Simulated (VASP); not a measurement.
All values below come from PBE GGA, VASP's PBE PAW potentials (set 64) (plane waves; VASP 6.6.1).

VASP ran on this input.

### POSCAR
```
MoSi2
1
   -1.6050000000     1.6050000000     3.9250000000
    1.6050000000    -1.6050000000     3.9250000000
    1.6050000000     1.6050000000    -3.9250000000
Si Mo
2 1
Direct
  0.6650000000   0.6650000000   0.0000000000
  0.3350000000   0.3350000000   0.0000000000
  0.0000000000   0.0000000000   0.0000000000
```

**INCAR**
```
SYSTEM = MoSi2
PREC = Accurate
ENCUT = 300
EDIFF = 1E-6
NELM = 100
ALGO = Normal
LREAL = .FALSE.
LASPH = .TRUE.
ISMEAR = 1
SIGMA = 0.1
GGA = PE
LMAXMIX = 4
LWAVE = .FALSE.
LCHARG = .FALSE.
ISIF = 2
```

File KPOINTS:
```
Automatic mesh
0
Gamma
12 12 12
0 0 0
```

POTCAR, in this order: Si Mo_sv (PBE.64 set). Program: vasp_std.

Output

### OUTCAR
```
 ion  position               nearest neighbor table
   1  0.665  0.665  0.000-   2 2.59   3 2.61   3 2.61   3 2.61   3 2.61   3 2.63   2 2.63   2 2.63
                             2 2.63   2 2.63
   2  0.335  0.335  0.000-   1 2.59   3 2.61   3 2.61   3 2.61   3 2.61   3 2.63   1 2.63   1 2.63
                             1 2.63   1 2.63
   3  0.000  0.000  0.000-   1 2.61   1 2.61   1 2.61   2 2.61   1 2.61   2 2.61   2 2.61   2 2.61
                             1 2.63   2 2.63
  LATTYP: Found a body centered tetragonal cell.
 ALAT       =     3.2100000000
 C/A-ratio  =     2.4454828660
 Subroutine PRICEL returns:
 Original cell was already a primitive cell.
 Subroutine GETGRP returns: Found 16 space group operations
The static configuration has the point symmetry D_4h.
The dynamic configuration has the point symmetry D_4h.
 Subroutine INISYM returns: Found 16 space group operations
 Subroutine IBZKPT returns following result:
 Found    163 irreducible k-points:

 Following reciprocal coordinates:
            Coordinates               Weight
  0.000000  0.000000  0.000000      1.000000
  0.083333  0.000000  0.000000      8.000000
  0.166667  0.000000  0.000000      8.000000
  0.250000 -0.000000  0.000000      8.000000
...
```

File OSZICAR:
```
       N       E                     dE             d eps       ncg     rms          rms(c)
DAV:   1     0.667084593964E+02    0.66708E+02   -0.86011E+03  5370   0.914E+02
DAV:   2    -0.228184488010E+02   -0.89527E+02   -0.88348E+02  6220   0.249E+02
DAV:   3    -0.241449228686E+02   -0.13265E+01   -0.13135E+01  6367   0.284E+01
DAV:   4    -0.241503515384E+02   -0.54287E-02   -0.54283E-02  5891   0.203E+00
DAV:   5    -0.241503980736E+02   -0.46535E-04   -0.46532E-04  6423   0.156E-01    0.208E+01
DAV:   6    -0.234060922761E+02    0.74431E+00   -0.74815E+00  5681   0.185E+01    0.472E+00
DAV:   7    -0.232772498020E+02    0.12884E+00   -0.11320E+00  5487   0.675E+00    0.439E+00
DAV:   8    -0.232417726676E+02    0.35477E-01   -0.11951E-01  5814   0.279E+00    0.460E-01
DAV:   9    -0.232410064879E+02    0.76618E-03   -0.21372E-03  6010   0.392E-01    0.251E-01
DAV:  10    -0.232409605161E+02    0.45972E-04   -0.69197E-04  5947   0.242E-01    0.562E-02
DAV:  11    -0.232409464121E+02    0.14104E-04   -0.27318E-04  5786   0.129E-01    0.404E-02
DAV:  12    -0.232409408247E+02    0.55874E-05   -0.31658E-05  5584   0.408E-02    0.860E-03
DAV:  13    -0.232409404011E+02    0.42361E-06   -0.88978E-07  3257   0.637E-03
   1 F= -.23240940E+02 E0= -.23240788E+02  d E =-.457290E-03
```

OUTCAR:
```
------------------------ aborting loop because EDIFF is reached ----------------------------------------
  FORCE on cell =-STRESS in cart. coord.  units (eV):
  Direction    XX          YY          ZZ          XY          YZ          ZX
  --------------------------------------------------------------------------------------
  Total        0.2996795      0.2996795      0.4524132      0.0000000     -0.0000000      0.0000000
  in kB       11.8718370     11.8718370     17.9223967      0.0000000     -0.0000000      0.0000000
  external PRESSURE =      13.8886902 kB  Pullay stress =       0.0000000 kB
  volume of cell :       40.44
      direct lattice vectors                 reciprocal lattice vectors
    -1.605000000  1.605000000  3.925000000     0.000000000  0.311526480  0.127388535
     1.605000000 -1.605000000  3.925000000     0.311526480  0.000000000  0.127388535
     1.605000000  1.605000000 -3.925000000     0.311526480  0.311526480  0.000000000
 POSITION                                       TOTAL-FORCE (eV/Angst)
 -----------------------------------------------------------------------------------
      0.00000      0.00000      5.22025         0.000000      0.000000      0.017076
      0.00000      0.00000      2.62975        -0.000000     -0.000000     -0.017076
      0.00000      0.00000      0.00000        -0.000000     -0.000000     -0.000000
 -----------------------------------------------------------------------------------
    total drift:                                0.000000      0.000000     -0.000000
  FREE ENERGIE OF THE ION-ELECTRON SYSTEM (eV)
  ---------------------------------------------------
  free  energy   TOTEN  =       -23.2409404011 eV

  energy  without entropy=      -23.2404831114  energy(sigma->0) =      -23.24078797
```
(Selected blocks of OUTCAR.)

### OUTCAR
```
 val. band max:       12.1404758653   @ k =  -0.4167   0.5000   0.3333

 cond. band min:      12.1729487100   @ k =   0.0833   0.0000   0.0000


 Fermi energy:        12.1675712436

 k-point     1 :       0.0000    0.0000    0.0000
  band No.  band energies     occupation
      1     -48.5113      2.00000
      2     -22.6779      2.00000
      3     -22.6088      2.00000
      4     -22.6088      2.00000
      5      -1.1975      2.00000
      6       5.8323      2.00000
      7       8.7834      2.00000
      8       9.1628      2.00000
      9       9.5733      2.00000
     10       9.5733      2.00000
     11      12.5466     -0.00000
     12      15.2974      0.00000
     13      15.4130      0.00000
     14      15.6802      0.00000
     15      15.6802      0.00000

 k-point     2 :       0.0833    0.0000    0.0000
  band No.  band energies     occupation
      1     -48.5108      2.00000
      2     -22.6767      2.00000
      3     -22.6258      2.00000
      4     -22.6072      2.00000
      5      -1.0719      2.00000
      6       5.8370      2.00000
      7       8.3490      2.00000
      8       9.1715      2.00000
      9       9.6569      2.00000
     10       9.8065      2.00000
     11      12.1729      0.90913
     12      14.7933      0.00000
     13      15.1046      0.00000
     14      15.7016      0.00000
     15      16.0598      0.00000

 k-point     3 :       0.1667    0.0000    0.0000
  band No.  band energies     occupation
      1     -48.5076      2.00000
      2     -22.6741      2.00000
      3     -22.6710      2.00000
      4     -22.6028      2.00000
      5      -0.7013      2.00000
      6       5.7880      2.00000
      7       7.6484      2.00000
      8       9.1166      2.00000
      9       9.8924      2.00000
     10      10.0362      2.00000
     11      11.4664      2.00000
     12      14.0623     -0.00000
     13      14.4711      0.00000
     14      16.2832      0.00000
     15      16.4352      0.00000
...
```

At this cut-off the stress carries a Pulay error, which pulls relaxed volumes low.

The compound is MoSi2 in the MoSi2 type structure. The cell was not relaxed at this level. The run is one of a series of settings (ENCUT = 300 against the base run), some of them coarse on purpose.
